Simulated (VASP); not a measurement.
# XPS shifts in Zr2Ta3, part 3 of 5

Which atoms of Zr2Ta3 bind their core electrons more tightly, and does the hole change the order?

VASP 6.6.1, plane waves and PAW; the level of theory is named at each step.

So far. Step 2 (Relaxation): The forces on the free atoms are under 0.05 eV/Å.

## (3) Initial state

Level of this step: PBEsol; plane waves and PAW (Zr_sv, Ta_pv) (VASP).

The cell without a hole gives, with ICORELEVEL = 1, the Kohn-Sham core levels of the initial state.

Input file INCAR:

```
SYSTEM = Zr2Ta3
PREC = Normal
ENCUT = 330
EDIFF = 1E-05
NELM = 120
ISMEAR = 0
SIGMA = 0.1
LREAL = Auto
ALGO = Fast
GGA = PS
NBANDS = 141
LASPH = .TRUE.
LORBIT = 11
LWAVE = .FALSE.
LCHARG = .FALSE.
NCORE = 8
ICORELEVEL = 1
ISIF = 0
LVHAR = .TRUE.
```

Input file POSCAR:

```
Zr2Ta3
1.0
    6.6200000000      0.0000000000      0.0000000000
    0.0000000000      6.6200000000      0.0000000000
    0.0000000000      0.0000000000     20.6200000000
Zr Ta
8 12
Direct
    0.0000000000      0.0000000000      0.6613709627
    0.5000000000      0.0000000000      0.6613709627
    0.0000000000      0.5000000000      0.6613709627
    0.5000000000      0.5000000000      0.6613709627
    0.0000000000      0.0000000000      0.3386290373
    0.5000000000      0.0000000000      0.3386290373
    0.0000000000      0.5000000000      0.3386290373
    0.5000000000      0.5000000000      0.3386290373
    0.2500000000      0.2500000000      0.5783687327
    0.7500000000      0.2500000000      0.5783687327
    0.2500000000      0.7500000000      0.5783687327
    0.7500000000      0.7500000000      0.5783687327
    0.0000000000      0.0000000000      0.5000000000
    0.5000000000      0.0000000000      0.5000000000
    0.0000000000      0.5000000000      0.5000000000
    0.5000000000      0.5000000000      0.5000000000
    0.2500000000      0.2500000000      0.4216312673
    0.7500000000      0.2500000000      0.4216312673
    0.2500000000      0.7500000000      0.4216312673
    0.7500000000      0.7500000000      0.4216312673
```

Input file KPOINTS:

```
Automatic mesh
0
Gamma
3 3 1
0 0 0
```

The projector-augmented-wave data sets are Zr_sv and Ta_pv (PBE family, release 64).

The run is started by

```console
$ mpirun -np 8 vasp_std
```

Output:

```text
[banner, memory and clock lines left out]
running    8 mpi-ranks, on    1 nodes
 distrk:  each k-point on    8 cores,    1 groups
 distr:  one band on    8 cores,    1 groups

 POSCAR found type information on POSCAR ZrTa
 POSCAR found :  2 types and      20 ions
 [... a notice as in an earlier step ...]

 [... a notice as in an earlier step ...]

 LDA part: xc-table for (Slater+PW92), standard interpolation
 POSCAR, INCAR and KPOINTS ok, starting setup
 FFT: planning ... GRIDC
 FFT: planning ... GRID_SOFT
 FFT: planning ... GRID
 WAVECAR not read
 entering main loop
       N       E                     dE             d eps       ncg     rms          rms(c)
DAV:   1     0.177504746909E+04    0.17750E+04   -0.10455E+05  1062   0.106E+03
DAV:   2    -0.896252996713E+02   -0.18647E+04   -0.18165E+04   957   0.365E+02
DAV:   3    -0.221792024412E+03   -0.13217E+03   -0.12817E+03  1196   0.748E+01
DAV:   4    -0.237860011584E+03   -0.16068E+02   -0.15935E+02  1572   0.204E+01
DAV:   5    -0.240035321877E+03   -0.21753E+01   -0.21740E+01  1196   0.512E+00    0.586E+01
RMM:   6    -0.229300336571E+03    0.10735E+02   -0.14700E+02  1198   0.156E+01    0.268E+01
RMM:   7    -0.230191765840E+03   -0.89143E+00   -0.82117E+01  1081   0.143E+01    0.186E+01
RMM:   8    -0.214350400791E+03    0.15841E+02   -0.13109E+01  1011   0.662E+00    0.491E+00
RMM:   9    -0.214493730846E+03   -0.14333E+00   -0.10004E+01  1282   0.357E+00    0.220E+00
RMM:  10    -0.214408365168E+03    0.85366E-01   -0.14205E+00  1293   0.179E+00    0.129E+00
RMM:  11    -0.214458232423E+03   -0.49867E-01   -0.51635E-01  1337   0.927E-01    0.703E-01
RMM:  12    -0.214500559120E+03   -0.42327E-01   -0.33383E-01  1343   0.675E-01    0.757E-01
RMM:  13    -0.214484467046E+03    0.16092E-01   -0.85050E-02  1340   0.445E-01    0.193E-01
RMM:  14    -0.214491316806E+03   -0.68498E-02   -0.40487E-02  1417   0.282E-01    0.142E-01
RMM:  15    -0.214493962481E+03   -0.26457E-02   -0.16925E-02  1534   0.195E-01    0.859E-02
RMM:  16    -0.214494822232E+03   -0.85975E-03   -0.89582E-03  1530   0.128E-01    0.418E-02
RMM:  17    -0.214494933314E+03   -0.11108E-03   -0.49071E-03  1513   0.104E-01    0.381E-02
RMM:  18    -0.214495650675E+03   -0.71736E-03   -0.30202E-03  1484   0.797E-02    0.288E-02
RMM:  19    -0.214496090989E+03   -0.44031E-03   -0.18438E-03  1446   0.655E-02    0.285E-02
RMM:  20    -0.214496305532E+03   -0.21454E-03   -0.10455E-03  1394   0.527E-02    0.130E-02
RMM:  21    -0.214496638190E+03   -0.33266E-03   -0.64080E-04  1326   0.430E-02    0.133E-02
RMM:  22    -0.214496769432E+03   -0.13124E-03   -0.39642E-04  1209   0.362E-02    0.866E-03
RMM:  23    -0.214496818771E+03   -0.49339E-04   -0.24877E-04  1112   0.305E-02    0.568E-03
RMM:  24    -0.214496844501E+03   -0.25730E-04   -0.16690E-04  1088   0.265E-02    0.496E-03
RMM:  25    -0.214496857534E+03   -0.13033E-04   -0.11460E-04   993   0.235E-02    0.651E-03
RMM:  26    -0.214496868942E+03   -0.11408E-04   -0.82364E-05   984   0.215E-02    0.770E-03
RMM:  27    -0.214496876100E+03   -0.71583E-05   -0.57143E-05   901   0.194E-02
   1 F= -.21449688E+03 E0= -.21439604E+03  d E =-.201670E+00
```

The job ended after 18 s (8 MPI ranks of AMD EPYC 9R45, shared host; peak memory 0.99 GiB; 2.4 min of CPU time).

From OUTCAR (step 3):

```text
The static configuration has the point symmetry D_4h.

 Found      3 irreducible k-points:

   NELECT =     228.0000    total number of electrons

 the core state eigenenergies are
   1-  1s -17815.1630  2s  -2462.3103  2p  -2194.8262  3s   -397.5604  3p   -310.4437
       3d   -167.5434
   2-  1s -17815.1630  2s  -2462.3103  2p  -2194.8262  3s   -397.5604  3p   -310.4437
       3d   -167.5434
   3-  1s -17815.1630  2s  -2462.3103  2p  -2194.8262  3s   -397.5604  3p   -310.4437
       3d   -167.5434
   4-  1s -17815.1630  2s  -2462.3103  2p  -2194.8262  3s   -397.5604  3p   -310.4437
       3d   -167.5434
   5-  1s -17815.1630  2s  -2462.3103  2p  -2194.8262  3s   -397.5604  3p   -310.4437
       3d   -167.5434
   6-  1s -17815.1630  2s  -2462.3103  2p  -2194.8262  3s   -397.5604  3p   -310.4437
       3d   -167.5434
   7-  1s -17815.1630  2s  -2462.3103  2p  -2194.8262  3s   -397.5604  3p   -310.4437
       3d   -167.5434
   8-  1s -17815.1630  2s  -2462.3103  2p  -2194.8262  3s   -397.5604  3p   -310.4437
       3d   -167.5434
   9-  1s -67335.9207  2s -11561.6557  2p -10128.8345  3s  -2643.1864  3p  -2217.2289
       3d  -1720.9614  4s   -533.2489  4p   -393.5664  4d   -214.9567  4f    -17.5946
       5s    -65.8015
  10-  1s -67335.9207  2s -11561.6557  2p -10128.8345  3s  -2643.1864  3p  -2217.2289
       3d  -1720.9614  4s   -533.2489  4p   -393.5664  4d   -214.9567  4f    -17.5946
       5s    -65.8015
  11-  1s -67335.9207  2s -11561.6557  2p -10128.8345  3s  -2643.1864  3p  -2217.2289
       3d  -1720.9614  4s   -533.2489  4p   -393.5664  4d   -214.9567  4f    -17.5946
       5s    -65.8015
  12-  1s -67335.9207  2s -11561.6557  2p -10128.8345  3s  -2643.1864  3p  -2217.2289
       3d  -1720.9614  4s   -533.2489  4p   -393.5664  4d   -214.9567  4f    -17.5946
       5s    -65.8015
  13-  1s -67335.7588  2s -11561.4972  2p -10128.6756  3s  -2643.0309  3p  -2217.0733
       3d  -1720.8056  4s   -533.0972  4p   -393.4151  4d   -214.8059  4f    -17.4465
       5s    -65.6632
  14-  1s -67335.7588  2s -11561.4972  2p -10128.6756  3s  -2643.0309  3p  -2217.0733
       3d  -1720.8056  4s   -533.0972  4p   -393.4151  4d   -214.8059  4f    -17.4465
       5s    -65.6632
  15-  1s -67335.7588  2s -11561.4972  2p -10128.6756  3s  -2643.0309  3p  -2217.0733
       3d  -1720.8056  4s   -533.0972  4p   -393.4151  4d   -214.8059  4f    -17.4465
       5s    -65.6632
  16-  1s -67335.7588  2s -11561.4972  2p -10128.6756  3s  -2643.0309  3p  -2217.0733
       3d  -1720.8056  4s   -533.0972  4p   -393.4151  4d   -214.8059  4f    -17.4465
[...]
3d  -1720.9614  4s   -533.2489  4p   -393.5664  4d   -214.9567  4f    -17.5946
       5s    -65.8015

 E-fermi :   1.2309

 k-point     1 :       0.0000    0.0000    0.0000
  band No.  band energies     occupation
    ...
    103       0.4642      2.00000
    104       0.6736      2.00000
    105       0.6736      2.00000
    106       1.1911      1.42683
    107       1.1911      1.42683
    108       1.3174      0.22146
    109       1.3889      0.02551
    110       1.3889      0.02551
    111       1.4753      0.00055
    112       1.5014      0.00013
    ...

 k-point     2 :       0.3333    0.0000    0.0000
  band No.  band energies     occupation
    ...
    109       1.1498      1.74887
    110       1.1506      1.74414
    111       1.1646      1.65167
    112       1.1673      1.63219
    113       1.2315      0.99389
    114       1.3414      0.11841
    115       1.3660      0.05612
    116       1.4845      0.00034
    117       1.6215      0.00000
    118       1.6730      0.00000
    ...

 POSITION                                       TOTAL-FORCE (eV/Angst)
 -----------------------------------------------------------------------------------
      0.00000      0.00000     13.63747         0.000000      0.000000     -0.049435
      3.31000      0.00000     13.63747        -0.000000      0.000000     -0.049435
      0.00000      3.31000     13.63747        -0.000000     -0.000000     -0.049435
      3.31000      3.31000     13.63747        -0.000000     -0.000000     -0.049435
      0.00000      0.00000      6.98253         0.000000     -0.000000      0.049435
      3.31000      0.00000      6.98253         0.000000      0.000000      0.049435
      0.00000      3.31000      6.98253        -0.000000      0.000000      0.049435
      3.31000      3.31000      6.98253         0.000000     -0.000000      0.049435
      1.65500      1.65500     11.92596         0.000000     -0.000000     -0.030823
      4.96500      1.65500     11.92596         0.000000     -0.000000     -0.030823
      1.65500      4.96500     11.92596        -0.000000      0.000000     -0.030823
      4.96500      4.96500     11.92596         0.000000      0.000000     -0.030823
      0.00000      0.00000     10.31000         0.000000      0.000000      0.000000
      3.31000      0.00000     10.31000         0.000000      0.000000      0.000000
      0.00000      3.31000     10.31000         0.000000      0.000000      0.000000
      3.31000      3.31000     10.31000         0.000000      0.000000      0.000000
      1.65500      1.65500      8.69404        -0.000000     -0.000000      0.030823
      4.96500      1.65500      8.69404        -0.000000     -0.000000      0.030823
      1.65500      4.96500      8.69404        -0.000000      0.000000      0.030823
      4.96500      4.96500      8.69404         0.000000      0.000000      0.030823
 -----------------------------------------------------------------------------------
    total drift:                                0.000000      0.000000      0.000000

  FREE ENERGIE OF THE ION-ELECTRON SYSTEM (eV)
  ---------------------------------------------------
  free  energy   TOTEN  =      -214.4968761000 eV

  energy  without entropy=     -214.2952065726  energy(sigma->0) =     -214.39604134

 total charge
# of ion       s       p       d       tot
------------------------------------------
    1        2.231   5.938   1.706   9.875
    2        2.231   5.938   1.706   9.875
    3        2.231   5.938   1.706   9.875
    4        2.231   5.938   1.706   9.875
    5        2.231   5.938   1.706   9.875
    6        2.231   5.938   1.706   9.875
    7        2.231   5.938   1.706   9.875
    8        2.231   5.938   1.706   9.875
    9        0.384   6.158   2.402   8.944
   10        0.384   6.158   2.402   8.944
   11        0.384   6.158   2.402   8.944
   12        0.384   6.158   2.402   8.944
   13        0.372   6.171   2.427   8.971
   14        0.372   6.171   2.427   8.971
   15        0.372   6.171   2.427   8.971
   16        0.372   6.171   2.427   8.971
   17        0.384   6.158   2.402   8.944
   18        0.384   6.158   2.402   8.944
   19        0.384   6.158   2.402   8.944
   20        0.384   6.158   2.402   8.944
--------------------------------------------------
tot         22.411 121.446  42.572 186.429

[... 7 parts as in an earlier step ...]

[... 2 further parts left out ...]
```

These are scalar-relativistic Kohn-Sham levels of the ground state, with no core hole, so they are not binding energies.

Numbers from this step:

```
energy at zero smearing : -214.3960 eV
```

The two shallowest core shells; atoms whose shallowest level rounds to another's at 0.01 eV are left out. Core levels, by row:

```csv
atom,shell,level below the Fermi level (eV)
Zr1,3p,311.7
Zr1,3d,168.8
Ta9,5s,67.03
Ta9,4f,18.83
Ta13,5s,66.89
Ta13,4f,18.68
```

[end of part 3 of 5]

[Lines on the potential files, build, host, timing and source positions are cut from VASP's logs without a mark.]

[Logs are printed without paths, hosts, clocks, repeated set-up lines and the standing remarks that a program may print on its own settings, such as how far it seeks lower states.]

[Hosts, paths, dates, database ids (printed as entryN), source tags and the programs' standing remarks are cut or masked in the printed files.]
